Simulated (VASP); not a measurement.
# HfGe (P4/mmm) in VASP: reference runs

Reference runs on HfGe: the cell as given.

Everything below comes from runs of VASP 6.6.1. Logs are shortened: lines on timing, memory, paths and dates and some standing lists are left out, and cuts for length are marked.

## 1. The structure

It takes space group P4/mmm (No. 123, tetragonal). Conventional cell: a = 3.444 Å, b = 3.444 Å, c = 6.823 Å, α = 90.00°, β = 90.00°, γ = 90.00°. Around Hf (site symmetry 4mm) lie 1 Ge at 2.18 Å and 1 Hf at 2.45 Å. Ge (site symmetry 4/mmm) has 2 Hf at 2.18 Å and 4 Ge at 2.44 Å as nearest neighbours. Ge (site symmetry 4/mmm) has 4 Ge at 2.44 Å as nearest neighbours.

The cell was built by a generator and needn't be a form met in nature.

## 2. Single point, PBE

File INCAR:

```
SYSTEM = HfGe
ALGO = Normal
EDIFF = 1E-7
ENCUT = 520
GGA = PE
ISIF = 2
ISMEAR = -1
LASPH = .True.
LCHARG = .False.
LREAL = .False.
LWAVE = .False.
NBANDS = 32
NELM = 100
PREC = Accurate
SIGMA = 0.05
```

File KPOINTS:

```
k-points
0
Gamma
  8 8 4
  0 0 0
```

File POSCAR:

```
HfGe
1.0
    3.4444634500      0.0000000000      0.0000000000
    0.0000000000      3.4444634500      0.0000000000
    0.0000000000      0.0000000000      6.8225094600
Hf Ge
2 2
Direct
    0.5000000000      0.5000000000      0.1797524800
    0.5000000000      0.5000000000      0.8202475200
    0.5000000000      0.5000000000      0.5000000000
    0.0000000000      0.0000000000      0.5000000000
```

Potentials or basis: VASP PAW PBE potentials, release 64 (Hf_pv, Ge_d).

Launch:

```
$ cat potpaw_PBE.64/Hf_pv/POTCAR potpaw_PBE.64/Ge_d/POTCAR > POTCAR
$ mpirun -np 1 vasp_std > vasp.out
```

OUTCAR:

```text
SYSTEM = HfGe
   EDIFF = 1E-7
   ENCUT = 520
   GGA = PE
   ISIF = 2
   ISMEAR = -1
   LASPH = .True.
   LREAL = .False.
   NELM = 100
   PREC = Accurate

 ion  position               nearest neighbor table
   1  0.500  0.500  0.180-   3 2.18   2 2.45   4 3.27   4 3.27   4 3.27   4 3.27
   2  0.500  0.500  0.820-   3 2.18   1 2.45   4 3.27   4 3.27   4 3.27   4 3.27
   3  0.500  0.500  0.500-   1 2.18   2 2.18   4 2.44   4 2.44   4 2.44   4 2.44
   4  0.000  0.000  0.500-   3 2.44   3 2.44   3 2.44   3 2.44   2 3.27   2 3.27   1 3.27   2 3.27
                             1 3.27   1 3.27   2 3.27   1 3.27

  LATTYP: Found a simple tetragonal cell.
 ALAT       =     3.4444634500
 C/A-ratio  =     1.9807176238

  Lattice vectors:

 A1 = (   3.4444634500,   0.0000000000,   0.0000000000)
 A2 = (   0.0000000000,   3.4444634500,   0.0000000000)
 A3 = (   0.0000000000,   0.0000000000,   6.8225094600)

Analysis of symmetry for initial positions (statically):
=====================================================================
 Subroutine PRICEL returns:
 Original cell was already a primitive cell.

 Routine SETGRP: Setting up the symmetry group for a
 simple tetragonal supercell.

 Subroutine GETGRP returns: Found 16 space group operations
 (whereof 16 operations were pure point group operations)
 out of a pool of 16 trial point group operations.

The static configuration has the point symmetry D_4h.

Analysis of symmetry for dynamics (positions and initial velocities):
=====================================================================
 Subroutine PRICEL returns:
 Original cell was already a primitive cell.

 Routine SETGRP: Setting up the symmetry group for a
 simple tetragonal supercell.

 Subroutine GETGRP returns: Found 16 space group operations
 (whereof 16 operations were pure point group operations)
 out of a pool of 16 trial point group operations.

The dynamic configuration has the point symmetry D_4h.

 Subroutine INISYM returns: Found 16 space group operations
 (whereof 16 operations are pure point group operations),
 and found     1 'primitive' translations

----------------------------------------------------------------------------------------

                                     Primitive cell

  volume of cell :      80.9445

  direct lattice vectors                    reciprocal lattice vectors
     3.444463450  0.000000000  0.000000000     0.290320979  0.000000000  0.000000000
     0.000000000  3.444463450  0.000000000     0.000000000  0.290320979  0.000000000
     0.000000000  0.000000000  6.822509460     0.000000000  0.000000000  0.146573633

  length of vectors
     3.444463450  3.444463450  6.822509460     0.290320979  0.290320979  0.146573633

  position of ions in fractional coordinates (direct lattice)
     0.500000000  0.500000000  0.179752480
     0.500000000  0.500000000  0.820247520
     0.500000000  0.500000000  0.500000000
     0.000000000  0.000000000  0.500000000

  ion indices of the primitive-cell ions
   primitive index   ion index
                 1           1
                 2           2
                 3           3
                 4           4

----------------------------------------------------------------------------------------

 KPOINTS: k-points

Automatic generation of k-mesh.
 Grid dimensions read from file:
 generate k-points for:    8    8    4

 Generating k-lattice:

  Cartesian coordinates                     Fractional coordinates (reciprocal lattice)
     0.036290122  0.000000000  0.000000000     0.125000000  0.000000000  0.000000000
     0.000000000  0.036290122  0.000000000     0.000000000  0.125000000  0.000000000
     0.000000000  0.000000000  0.036643408     0.000000000  0.000000000  0.250000000

  Length of vectors
     0.036290122  0.036290122  0.036643408

  Shift w.r.t. Gamma in fractional coordinates (k-lattice)
     0.000000000  0.000000000  0.000000000

 Subroutine IBZKPT returns following result:
 ===========================================

 Found     45 irreducible k-points:

 Following reciprocal coordinates:
            Coordinates               Weight
  0.000000  0.000000  0.000000      1.000000
  0.125000  0.000000  0.000000      4.000000
  0.250000  0.000000  0.000000      4.000000
  0.375000  0.000000  0.000000      4.000000
  0.500000  0.000000  0.000000      2.000000
  0.125000  0.125000  0.000000      4.000000
[... 16 lines left out ...]
  0.375000  0.125000  0.250000     16.000000
  0.500000  0.125000  0.250000      8.000000
 [... further k-points ...]
   k-points           NKPTS =     45   k-points in BZ     NKDIM =     45   number of bands    NBANDS=     32
   number of dos      NEDOS =    301   number of ions     NIONS =      4
   total plane-waves  NPLWV =  42336
   dimension x,y,z NGX =    28 NGY =   28 NGZ =   54
   dimension x,y,z NGXF=    56 NGYF=   56 NGZF=  108
   ions per type =               2   2
   NGX,Y,Z   is equivalent  to a cutoff of  13.51, 13.51, 13.16 a.u.
   NGXF,Y,Z  is equivalent  to a cutoff of  27.03, 27.03, 26.32 a.u.
 SYSTEM =  HfGe
   PREC   = accura    normal or accurate (medium, high low for compatibility)
   ISTART =      0    job   : 0-new  1-cont  2-samecut
   ICHARG =      2    charge: 1-file 2-atom 10-const
   ISPIN  =      1    spin polarized calculation?
   LNONCOLLINEAR =      F non collinear calculations
   LSORBIT =      F    spin-orbit coupling
   LASPH  =      T    aspherical Exc in radial PAW
   ENCUT  =  520.0 eV  38.22 Ry    6.18 a.u.   6.40  6.40 12.69*2*pi/ulx,y,z
   NELM   =    100;   NELMIN=  2; NELMDL= -5     # of ELM steps
   EDIFF  = 0.1E-06   stopping-criterion for ELM
   LREAL  =      F    real-space projection
   EDIFFG = 0.1E-05   stopping-criterion for IOM
   NSW    =      0    number of steps for IOM
   IBRION =     -1    ionic relax: 0-MD 1-quasi-New 2-CG
   NFREE  =      0    steps in history (QN), initial steepest desc. (CG)
   ISIF   =      2    stress and relaxation
   ISYM   =      2    0-nonsym 1-usesym 2-fastsym
   POTIM  = 0.5000    time-step for ionic-motion
   TEBEG  =    0.0;   TEEND  =   0.0 temperature during run
   PSTRESS=    0.0 pullay stress
   NELECT =      48.0000    total number of electrons
   NUPDOWN=      -1.0000    fix difference up-down
   EMIN   =  10.00;   EMAX   =-10.00  energy-range for DOS
   EFERMI =   0.00;   METHOD = LEGACY
   ISMEAR =    -1;   SIGMA  =   0.05  broadening in eV -4-tet -1-fermi 0-gaus
   EFERMI_NEDOS =   21; number of points for ismear=-14 and -15
   IALGO  =     38    algorithm
   IMIX   =      4    mixing-type and parameters
     AMIX     =   0.40;   BMIX     =  1.00
     AMIX_MAG =   1.60;   BMIX_MAG =  1.00
  volume/ion in A,a.u.               =      20.24       136.56
  Fermi-wavevector in a.u.,A,eV,Ry     =   1.375391  2.599112 25.738142  1.891700
  Thomas-Fermi vector in A             =   2.500731
   LORBIT       =      0    0 simple, 1 ext, 2 COOP (PROOUT), +10 PAW based schemes
   GGA     = PE    functional components
[... 5 lines left out ...]
 non-spin polarized calculation
  energy-cutoff  :      520.00
  volume of cell :       80.94
 maximum number of plane-waves:      2194
 NGX is ok and might be reduce to    28
   NGX = 13   NGY = 13   NGZ = 25

 number of electron      48.0000002 magnetization

 Free energy of the ion-electron system (eV)
  ---------------------------------------------------
  ext. energy  EPLUGINS =         0.00000000
  ---------------------------------------------------
  free energy    TOTEN  =       -22.38494061 eV

  energy without entropy =      -22.36082126  energy(sigma->0) =      -22.37288094

 E-fermi :   5.7862     XC(G=0): -11.1339

 val. band max:        5.7787389617   @ k =   0.3750   0.2500   0.5000
 cond. band min:       5.7909458293   @ k =   0.5000   0.5000   0.2500
 fundamental gap:      0.0122068676
 Fermi energy:         5.7861517624

 k-point     1 :       0.0000    0.0000    0.0000
  band No.  band energies     occupation
      1     -26.2254      2.00000
      2     -24.9500      2.00000
      3     -24.9500      2.00000
      4     -24.7358      2.00000
      5     -24.7358      2.00000
      6     -24.4522      2.00000
[... 24 lines left out ...]
     31       9.3166      0.00000
     32      10.1575      0.00000

 k-point     2 :       0.1250    0.0000    0.0000
  band No.  band energies     occupation
      1     -26.2220      2.00000
      2     -24.9786      2.00000
      3     -24.9477      2.00000
      4     -24.7614      2.00000
      5     -24.7337      2.00000
      6     -24.4499      2.00000
[... 24 lines left out ...]
     31       9.2069      0.00000
     32       9.9076      0.00000

 k-point     3 :       0.2500    0.0000    0.0000
  band No.  band energies     occupation
      1     -26.2137      2.00000
      2     -25.0470      2.00000
      3     -24.9421      2.00000
      4     -24.8226      2.00000
      5     -24.7286      2.00000
      6     -24.4444      2.00000
[... 24 lines left out ...]
     31       9.5720      0.00000
     32       9.6902      0.00000

 k-point     4 :       0.3750    0.0000    0.0000
  band No.  band energies     occupation
      1     -26.2054      2.00000
      2     -25.1144      2.00000
      3     -24.9366      2.00000
      4     -24.8830      2.00000
      5     -24.7235      2.00000
      6     -24.4389      2.00000
[... 24 lines left out ...]
     31       9.7119      0.00000
     32       9.7180      0.00000

 k-point     5 :       0.5000    0.0000    0.0000
  band No.  band energies     occupation
      1     -26.2019      2.00000
      2     -25.1421      2.00000
      3     -24.9342      2.00000
      4     -24.9078      2.00000
      5     -24.7214      2.00000
      6     -24.4367      2.00000
[... 584 lines left out ...]
     31      10.0362      0.00000
     32      10.1419      0.00000

 k-point    22 :       0.2500    0.1250    0.2500
  band No.  band energies     occupation
      1     -26.1570      2.00000
      2     -25.0473      2.00000
      3     -24.9734      2.00000
      4     -24.8169      2.00000
      5     -24.7504      2.00000
      6     -24.5262      2.00000
[... 24 lines left out ...]
     31       9.8626      0.00000
     32      10.4765      0.00000

 k-point    23 :       0.3750    0.1250    0.2500
  band No.  band energies     occupation
      1     -26.1490      2.00000
      2     -25.1142      2.00000
      3     -24.9675      2.00000
      4     -24.8773      2.00000
      5     -24.7452      2.00000
      6     -24.5204      2.00000
[... 24 lines left out ...]
     31       9.7951      0.00000
     32      10.8417      0.00000

 k-point    24 :       0.5000    0.1250    0.2500
  band No.  band energies     occupation
      1     -26.1457      2.00000
      2     -25.1417      2.00000
      3     -24.9651      2.00000
      4     -24.9020      2.00000
      5     -24.7430      2.00000
      6     -24.5180      2.00000
[... 24 lines left out ...]
     31      10.3997      0.00000
     32      10.7847      0.00000

 [... further k-points ...]

------------------------ aborting loop because EDIFF is reached ----------------------------------------

  FORCE on cell =-STRESS in cart. coord.  units (eV):
  Direction    XX          YY          ZZ          XY          YZ          ZX
  --------------------------------------------------------------------------------------
  -------------------------------------------------------------------------------------
  Total        3.2021273      3.2021273     37.9031872      0.0000000      0.0000000      0.0000000
  in kB       63.3814054     63.3814054    750.2379087      0.0000000      0.0000000      0.0000000
  external PRESSURE =     292.3335732 kB  Pullay stress =       0.0000000 kB

 VOLUME and BASIS-vectors are now :
 -----------------------------------------------------------------------------
  energy-cutoff  :      520.00
  volume of cell :       80.94
      direct lattice vectors                 reciprocal lattice vectors
     3.444463450  0.000000000  0.000000000     0.290320979  0.000000000  0.000000000
     0.000000000  3.444463450  0.000000000     0.000000000  0.290320979  0.000000000
     0.000000000  0.000000000  6.822509460     0.000000000  0.000000000  0.146573633

 POSITION                                       TOTAL-FORCE (eV/Angst)
 -----------------------------------------------------------------------------------
      1.72223      1.72223      1.22636        -0.000000      0.000000     -4.509511
      1.72223      1.72223      5.59615         0.000000      0.000000      4.509511
      1.72223      1.72223      3.41125        -0.000000     -0.000000      0.000000
      0.00000      0.00000      3.41125        -0.000000     -0.000000      0.000000
 -----------------------------------------------------------------------------------
    total drift:                                0.000000      0.000000      0.000000

  FREE ENERGIE OF THE ION-ELECTRON SYSTEM (eV)
  ---------------------------------------------------
  free  energy   TOTEN  =       -22.3849406147 eV

  energy  without entropy=      -22.3608212619  energy(sigma->0) =      -22.37288094
```

Wall time 2.9 min (1 thread of Intel Xeon Platinum 8375C at 2.90GHz (Ice Lake), shared host); peak memory 0.25 GiB.

Results:

* Free energy: -22.3849 eV
* Pressure: 29.2 GPa
* Largest force: 4.510 eV/Å
* Band gap on the k mesh: none (metal or under the smearing width)

Forces in eV/Å, atoms in the order of the input:
```
Hf   0.000  0.000 -4.510
Hf   0.000  0.000  4.510
Ge   0.000  0.000  0.000
Ge   0.000  0.000  0.000
```

Levels at points of the mesh, in eV from the Fermi level:
```tsv
k point	band 20	band 21	band 22	band 23	band 24	band 25	band 26	band 27	band 28	band 29
(0.00, 0.00, 0.00)	-3.00	-2.97	-2.97	-1.17	-0.53	0.25	2.02	2.02	2.85	3.44
(0.50, 0.00, 0.00)	-2.35	-1.92	-1.81	-0.87	-0.14	0.31	0.46	2.25	2.63	3.24
(0.50, 0.50, 0.00)	-6.88	-2.02	-0.84	-0.70	-0.42	-0.42	0.57	0.57	1.92	4.48
(0.00, 0.00, 0.50)	-2.73	-2.73	-2.61	-0.96	-0.26	-0.19	-0.16	0.62	0.62	3.57
(0.50, 0.00, 0.50)	-3.07	-1.59	-1.47	-0.51	-0.03	0.74	0.93	1.66	2.38	3.37
(0.50, 0.50, 0.50)	-6.79	-3.33	-2.72	-1.44	-1.44	0.96	1.95	1.95	2.72	4.69
```

Caveat: a pressure of tens of GPa on the cell as given is suspect, and the run, the potentials or the cell itself is likely at fault; forces of over 1 eV/Å show positions far from the minimum, so gaps and moduli don't describe the material at rest.
